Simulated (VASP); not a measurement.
Input:

```xyz
2
Lattice="0.0000 1.7954 1.7954 1.7954 0.0000 1.7954 1.7954 1.7954 0.0000" Properties=species:S:1:pos:R:3 pbc="T T T"
C      0.0000     0.0000     0.0000
C      0.8977     0.8977     0.8977
```

The numbers are results of RPBE GGA, VASP's PBE PAW potentials (set 64) (plane waves; VASP), not measurements. Settings: 520 eV cut-off, 13×13×13 Γ-centred mesh, Gaussian smearing of 0.050 eV, potentials C.

### Question
Give the energy at these volumes per atom, relative to the lowest: 5.44, 5.61, 5.78, 5.96, 6.13 Å³.

### Answer
30.5, 7.4, 0.0, 6.3, 24.5 meV/atom. A third-order Birch-Murnaghan fit gives B0 = 419 GPa and B0′ = 3.8.

Measured: bulk modulus 455 GPa at 0 K (computed value off by -7.8 %), as given by Daniel Mejia-Rodriguez et al., Physical Review B (2018), arXiv:1807.09216 [0 K value with the zero-point phonon effect removed]; a 3.553 Å at 0 K (computed value off by +1.1 %), as given by Daniel Mejia-Rodriguez et al., Physical Review B (2018), arXiv:1807.09216 [static lattice: zero-point anharmonic expansion removed].

The compound is C in the diamond structure. It was relaxed first.
